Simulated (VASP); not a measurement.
These are PBEsol GGA, VASP's PBE PAW potentials (set 64) (plane waves; VASP 6.6.1) values and carry that method's errors.

The input files of a VASP run:

### POSCAR
```
CdS
1.0
  4.1184528993   0.0000000000   0.0000000000
 -2.0592264497   3.5666853376   0.0000000000
  0.0000000000   0.0000000000   6.7250636133
Cd S
2 2
direct
  0.3333330000   0.6666670000   0.9999278210
  0.6666670000   0.3333330000   0.4999278210
  0.3333330000   0.6666670000   0.3750721790
  0.6666670000   0.3333330000   0.8750721790
```

### INCAR
```
# general
SYSTEM   =  CdS
PREC     =  Accurate
ENCUT    =  400   # plane-wave cut-off (eV)
LREAL    =  .False.
LASPH    =  .True.   # aspherical one-centre terms

# electronic loop
EDIFF    =  1E-6
NELM     =  100
ALGO     =  Normal   # blocked Davidson
LMAXMIX  =  4   # l cut-off of mixed one-centre charges

# smearing
ISMEAR   =  0
SIGMA    =  0.05   # width (eV)

# functional
GGA      =  PS   # PBEsol

# ions
IBRION   =  2
NSW      =  60
ISIF     =  3   # ions, shape and volume
EDIFFG   =  -0.02   # ionic stop

# output
LWAVE    =  .False.
LCHARG   =  .False.
```

**KPOINTS**
```
Automatic mesh
0
Gamma
6 6 3
0 0 0
```

POTCAR, in this order: Cd S (PBE.64 set). Program: vasp_std.

The resulting files:

File OUTCAR:
```
 ion  position               nearest neighbor table
   1  0.333  0.667  1.000-   4 2.52   4 2.52   4 2.52   3 2.52
   2  0.667  0.333  0.500-   3 2.52   3 2.52   3 2.52   4 2.52
   3  0.333  0.667  0.375-   2 2.52   2 2.52   2 2.52   1 2.52
   4  0.667  0.333  0.875-   1 2.52   1 2.52   1 2.52   2 2.52
  LATTYP: Found a hexagonal cell.
 ALAT       =     4.1184528993
 C/A-ratio  =     1.6329101674
 Subroutine PRICEL returns:
 Original cell was already a primitive cell.
 Subroutine GETGRP returns: Found 12 space group operations
The static configuration has the point symmetry C_3v.
 The point group associated with its full space group is C_6v.
The dynamic configuration has the point symmetry C_3v.
 Subroutine INISYM returns: Found 12 space group operations
 Subroutine IBZKPT returns following result:
 Found     14 irreducible k-points:

 Following reciprocal coordinates:
            Coordinates               Weight
  0.000000  0.000000  0.000000      1.000000
  0.166667  0.000000  0.000000      6.000000
  0.333333  0.000000  0.000000      6.000000
  0.500000  0.000000  0.000000      3.000000
  0.166667  0.166667  0.000000      6.000000
...
```

File OSZICAR:
```
       N       E                     dE             d eps       ncg     rms          rms(c)
DAV:   1     0.216844843138E+03    0.21684E+03   -0.15479E+04   616   0.122E+03
DAV:   2    -0.300613598671E+01   -0.21985E+03   -0.21553E+03   700   0.331E+02
DAV:   3    -0.145025955428E+02   -0.11496E+02   -0.11463E+02   730   0.769E+01
DAV:   4    -0.146224523728E+02   -0.11986E+00   -0.11977E+00   738   0.787E+00
DAV:   5    -0.146246468629E+02   -0.21945E-02   -0.21943E-02   754   0.100E+00    0.116E+01
DAV:   6    -0.136553341652E+02    0.96931E+00   -0.24032E+00   792   0.177E+01    0.899E+00
DAV:   7    -0.136359869027E+02    0.19347E-01   -0.81433E-01   742   0.539E+00    0.377E+00
DAV:   8    -0.136272479271E+02    0.87390E-02   -0.13746E-01   746   0.406E+00    0.563E-01
DAV:   9    -0.136252645289E+02    0.19834E-02   -0.23847E-02   792   0.208E+00    0.167E-01
DAV:  10    -0.136251704608E+02    0.94068E-04   -0.16702E-03   754   0.473E-01    0.910E-02
DAV:  11    -0.136251885543E+02   -0.18094E-04   -0.11212E-04   742   0.753E-02    0.912E-02
DAV:  12    -0.136251924120E+02   -0.38577E-05   -0.82914E-06   730   0.153E-02    0.726E-02
DAV:  13    -0.136252667632E+02   -0.74351E-04   -0.10417E-04   640   0.525E-02    0.845E-02
DAV:  14    -0.136252577802E+02    0.89830E-05   -0.11197E-05   808   0.395E-02    0.580E-02
DAV:  15    -0.136252518105E+02    0.59697E-05   -0.31024E-05   664   0.252E-02    0.282E-02
DAV:  16    -0.136252519886E+02   -0.17809E-06   -0.62913E-07   452   0.623E-03
   1 F= -.13625252E+02 E0= -.13625252E+02  d E =-.136253E+02
```

File OUTCAR:
```
------------------------ aborting loop because EDIFF is reached ----------------------------------------
  FORCE on cell =-STRESS in cart. coord.  units (eV):
  Direction    XX          YY          ZZ          XY          YZ          ZX
  --------------------------------------------------------------------------------------
  Total        0.0469915      0.0469915      0.0219553     -0.0000000      0.0000000      0.0000000
  in kB        0.7621393      0.7621395      0.3560856     -0.0000000      0.0000000      0.0000000
  external PRESSURE =       0.6267881 kB  Pullay stress =       0.0000000 kB
  volume of cell :       98.79
      direct lattice vectors                 reciprocal lattice vectors
     4.118452899  0.000000000  0.000000000     0.242809624  0.140186182  0.000000000
    -2.059226450  3.566685338  0.000000000     0.000000000  0.280372364  0.000000000
     0.000000000  0.000000000  6.725063613     0.000000000  0.000000000  0.148697478
  FREE ENERGIE OF THE ION-ELECTRON SYSTEM (eV)
  ---------------------------------------------------
  free  energy   TOTEN  =       -13.6252519886 eV

  energy  without entropy=      -13.6252519886  energy(sigma->0) =      -13.62525199

 reached required accuracy - stopping structural energy minimisation
```
(Selected blocks of OUTCAR.)

The structure was generated: CdS was put into the wurtzite type (P6_3mc), which need not be its known phase. It was relaxed first. The start is the result of an earlier pass.
